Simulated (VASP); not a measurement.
Output of a VASP run:

OUTCAR:
```
 ion  position               nearest neighbor table
   1  0.000  0.000  0.000-   2 3.08   2 3.08   2 3.08   2 3.08   2 3.08   2 3.08
   2  0.500  0.500  0.500-   1 3.08   1 3.08   1 3.08   1 3.08   1 3.08   1 3.08
  LATTYP: Found a trigonal (rhomboedric) cell.
 ALAT       =     5.3045116031
 COS(alpha) =     0.8267161244
 Subroutine PRICEL returns:
 Original cell was already a primitive cell.
 Subroutine GETGRP returns: Found 12 space group operations
The static configuration has the point symmetry D_3d.
The dynamic configuration has the point symmetry D_3d.
The overall configuration has the point symmetry D_3d.
 Subroutine INISYM returns: Found 12 space group operations
 Subroutine IBZKPT returns following result:
 Found     32 irreducible k-points:

 Following reciprocal coordinates:
            Coordinates               Weight
  0.000000  0.000000  0.000000      1.000000
  0.166667 -0.000000 -0.000000      6.000000
  0.333333 -0.000000 -0.000000      6.000000
  0.500000 -0.000000 -0.000000      3.000000
  0.166667  0.166667 -0.000000      6.000000
  0.333333  0.166667  0.000000     12.000000
  0.500000  0.166667  0.000000     12.000000
 -0.333333  0.166667  0.000000     12.000000
 -0.166667  0.166667  0.000000      6.000000
  0.333333  0.333333  0.000000      6.000000
  0.500000  0.333333  0.000000     12.000000
 -0.333333  0.333333  0.000000      6.000000
  0.500000  0.500000  0.000000      3.000000
  0.166667  0.166667  0.166667      2.000000
  0.333333  0.166667  0.166667      6.000000
  0.500000  0.166667  0.166667      6.000000
 -0.333333  0.166667  0.166667      6.000000
 -0.166667  0.166667  0.166667      6.000000
  0.333333  0.333333  0.166667      6.000000
  0.500000  0.333333  0.166667     12.000000
 -0.333333  0.333333  0.166667     12.000000
 -0.166667  0.333333  0.166667     12.000000
  0.500000  0.500000  0.166667      6.000000
 -0.333333  0.500000  0.166667     12.000000
 -0.166667  0.500000  0.166667      6.000000
 -0.333333 -0.333333  0.166667      6.000000
  0.333333  0.333333  0.333333      2.000000
  0.500000  0.333333  0.333333      6.000000
 -0.333333  0.333333  0.333333      6.000000
  0.500000  0.500000  0.333333      6.000000
 -0.333333  0.500000  0.333333      6.000000
  0.500000  0.500000  0.500000      1.000000
   k-points           NKPTS =     32   k-points in BZ     NKDIM =     32   number of bands    NBANDS=     17
   number of dos      NEDOS =    301   number of ions     NIONS =      2
   total plane-waves  NPLWV =  27000
   dimension x,y,z NGX =    30 NGY =   30 NGZ =   30
   dimension x,y,z NGXF=    60 NGYF=   60 NGZF=   60
   ions per type =               1   1
   PREC   = accura    normal or accurate (medium, high low for compatibility)
   ISTART =      0    job   : 0-new  1-cont  2-samecut
   ICHARG =      2    charge: 1-file 2-atom 10-const
   ISPIN  =      2    spin polarized calculation?
   LNONCOLLINEAR =      F non collinear calculations
   LSORBIT =      F    spin-orbit coupling
   INIWAV =      1    electr: 0-lowe 1-rand  2-diag
   ENCUT  =  300.0 eV  22.05 Ry    4.70 a.u.   7.49  7.49  7.49*2*pi/ulx,y,z
   NELM   =    100;   NELMIN=  2; NELMDL= -5     # of ELM steps
   EDIFF  = 0.1E-05   stopping-criterion for ELM
   LREAL  =      F    real-space projection
   NLSPLINE    = F    spline interpolate recip. space projectors
   LMAXMIX     =    6 max onsite mixed and CHGCAR
   VOSKOWN=      0    Vosko Wilk Nusair interpolation
   EDIFFG = 0.1E-04   stopping-criterion for IOM
   NSW    =      0    number of steps for IOM
   NBLOCK =      1;   KBLOCK =      1    inner block; outer block
   IBRION =     -1    ionic relax: 0-MD 1-quasi-New 2-CG
   NFREE  =      0    steps in history (QN), initial steepest desc. (CG)
   ISIF   =      2    stress and relaxation
   ISYM   =      2    0-nonsym 1-usesym 2-fastsym
   TEIN   =    0.0    initial temperature
   TEBEG  =    0.0;   TEEND  =   0.0 temperature during run
   SMASS  =  -3.00    Nose mass-parameter (am)
...
```

**OSZICAR**
```
       N       E                     dE             d eps       ncg     rms          rms(c)
DAV:   1     0.106883754382E+03    0.10688E+03   -0.10486E+04  2360   0.961E+02
DAV:   2    -0.156058639477E+02   -0.12249E+03   -0.12072E+03  2409   0.301E+02
DAV:   3    -0.199323736453E+02   -0.43265E+01   -0.42165E+01  2663   0.551E+01
DAV:   4    -0.199990856723E+02   -0.66712E-01   -0.66514E-01  2714   0.690E+00
DAV:   5    -0.200002006295E+02   -0.11150E-02   -0.11141E-02  2736   0.889E-01    0.579E+01
DAV:   6    -0.323173458073E+02   -0.12317E+02   -0.14419E+02  2502   0.672E+01    0.462E+01
DAV:   7    -0.229553669710E+02    0.93620E+01   -0.23928E+02  2598   0.703E+01    0.502E+01
DAV:   8    -0.181358346173E+02    0.48195E+01   -0.61918E+01  2627   0.301E+01    0.158E+01
DAV:   9    -0.175848198865E+02    0.55101E+00   -0.17958E+00  2539   0.666E+00    0.872E+00
DAV:  10    -0.175863744744E+02   -0.15546E-02   -0.10315E-01  2468   0.186E+00    0.808E+00
DAV:  11    -0.175771214978E+02    0.92530E-02   -0.62211E-03  2610   0.490E-01    0.814E+00
DAV:  12    -0.175815424307E+02   -0.44209E-02   -0.30087E-04  2540   0.115E-01    0.815E+00
DAV:  13    -0.175520025038E+02    0.29540E-01   -0.82889E+00  2393   0.117E+01    0.877E+00
DAV:  14    -0.173976283218E+02    0.15437E+00   -0.90483E-01  2358   0.556E+00    0.721E+00
DAV:  15    -0.173411000700E+02    0.56528E-01   -0.61163E+00  2507   0.100E+01    0.679E+00
DAV:  16    -0.171795452638E+02    0.16155E+00   -0.74932E-01  2367   0.418E+00    0.381E+00
DAV:  17    -0.171954250602E+02   -0.15880E-01   -0.47446E-02  2513   0.117E+00    0.371E+00
DAV:  18    -0.171837392568E+02    0.11686E-01   -0.16925E-01  2478   0.182E+00    0.183E+00
DAV:  19    -0.171905583706E+02   -0.68191E-02   -0.31783E-02  2542   0.719E-01    0.141E+00
DAV:  20    -0.171906013188E+02   -0.42948E-04   -0.11866E-01  2554   0.137E+00    0.162E+00
DAV:  21    -0.171947562644E+02   -0.41549E-02   -0.11727E-02  2486   0.475E-01    0.139E+00
DAV:  22    -0.171988243208E+02   -0.40681E-02   -0.62955E-02  2436   0.108E+00    0.638E-01
DAV:  23    -0.172019393725E+02   -0.31151E-02   -0.92008E-03  2590   0.406E-01    0.525E-01
DAV:  24    -0.172030891202E+02   -0.11497E-02   -0.99360E-03  2640   0.394E-01    0.366E-01
DAV:  25    -0.172036017146E+02   -0.51259E-03   -0.80535E-03  2548   0.368E-01    0.285E-01
DAV:  26    -0.172036397827E+02   -0.38068E-04   -0.79713E-03  2737   0.333E-01    0.145E-01
DAV:  27    -0.172042980331E+02   -0.65825E-03   -0.50322E-04  2289   0.119E-01    0.772E-02
DAV:  28    -0.172044178766E+02   -0.11984E-03   -0.52545E-04  2244   0.125E-01    0.605E-02
DAV:  29    -0.172044236290E+02   -0.57524E-05   -0.14527E-04  2450   0.561E-02    0.281E-02
DAV:  30    -0.172044322442E+02   -0.86152E-05   -0.11853E-05  2266   0.212E-02    0.178E-02
DAV:  31    -0.172044280926E+02    0.41515E-05   -0.56152E-05  2573   0.320E-02    0.116E-02
DAV:  32    -0.172044330156E+02   -0.49230E-05   -0.21652E-05  2230   0.235E-02    0.753E-03
DAV:  33    -0.172044331907E+02   -0.17506E-06   -0.23960E-06  1106   0.697E-03
   1 F= -.17204433E+02 E0= -.17134460E+02  d E =-.139947E+00  mag=    -0.2268
```

OUTCAR:
```
------------------------ aborting loop because EDIFF is reached ----------------------------------------
  FORCE on cell =-STRESS in cart. coord.  units (eV):
  Direction    XX          YY          ZZ          XY          YZ          ZX
  --------------------------------------------------------------------------------------
  Total       -4.1999874     -4.1999883     -8.0884881      0.0000000     -0.0000000      0.0000000
  in kB     -159.7203373   -159.7203744   -307.5952219      0.0000000     -0.0000000      0.0000000
  external PRESSURE =    -209.0119778 kB  Pullay stress =       0.0000000 kB
  volume of cell :       42.13
      direct lattice vectors                 reciprocal lattice vectors
     1.561383000  0.901465000  4.988716000     0.320228925  0.184884235  0.066817460
    -1.561383000  0.901465000  4.988716000    -0.320228925  0.184884235  0.066817460
     0.000000000 -1.802930000  4.988716000     0.000000000 -0.369768469  0.066817460
 POSITION                                       TOTAL-FORCE (eV/Angst)
 -----------------------------------------------------------------------------------
      0.00000      0.00000      0.00000        -0.000000     -0.000000      0.000000
      0.00000      0.00000      7.48307         0.000000      0.000000     -0.000000
 -----------------------------------------------------------------------------------
    total drift:                               -0.000000      0.000000      0.000000
  FREE ENERGIE OF THE ION-ELECTRON SYSTEM (eV)
  ---------------------------------------------------
  free  energy   TOTEN  =       -17.2044331907 eV

  energy  without entropy=      -17.0644865237  energy(sigma->0) =      -17.13445986

 total charge

# of ion       s       p       d       tot
------------------------------------------
    1        0.287   6.152   4.976  11.415
    2        0.384   6.345   1.456   8.184
--------------------------------------------------
tot          0.671  12.497   6.432  19.600

 magnetization (x)

# of ion       s       p       d       tot
------------------------------------------
    1        0.001   0.000  -0.231  -0.230
    2        0.005  -0.002   0.006   0.008
--------------------------------------------------
tot          0.005  -0.002  -0.225  -0.221
```
(Selected blocks of OUTCAR.)

File POSCAR:
```
HfMn
1
    1.5613830000     0.9014650000     4.9887160000
   -1.5613830000     0.9014650000     4.9887160000
    0.0000000000    -1.8029300000     4.9887160000
Mn Hf
1 1
Direct
  0.0000000000   0.0000000000   0.0000000000
  0.5000000000   0.5000000000   0.5000000000
```

### Question
Write an INCAR and KPOINTS that could have produced this output.

### Answer
This is not unique; one that fits is the input of the run itself, PBE GGA, plane waves, VASP's PBE PAW potentials (set 64).

### INCAR
```
ALGO=Normal   ! blocked Davidson
ENCUT=300   ! plane-wave cut-off (eV)
PREC=Accurate
ISPIN=2
SYSTEM=HfMn
LCHARG=.FALSE.
NELM=100
LREAL=.FALSE.
LWAVE=.FALSE.
ISIF=2
ISMEAR=-1
LORBIT=11   ! lm-projected
GGA=PE
EDIFF=1E-6   ! SCF stop (eV)
LMAXMIX=6   ! l cut-off of mixed one-centre charges
SIGMA=0.1   ! width (eV)
LASPH=.TRUE.   ! aspherical one-centre terms
MAGMOM=4.0 0.0
```

**KPOINTS**
```
Regular mesh
0
G
  6 6 6
```

POTCAR, in this order: Mn_pv Hf_pv (PBE.64 set). Program: vasp_std.

At this cut-off the stress carries a Pulay error, which pulls relaxed volumes low. The moments were started parallel, and other spin orders were not tried in this run.

The structure was generated: HfMn was put into an ordered model structure, which need not be its known phase. The cell was not relaxed at this level. The k-mesh is coarse (spacing up to 0.39 per Å, 2π included), so the numbers may not be converged in it.
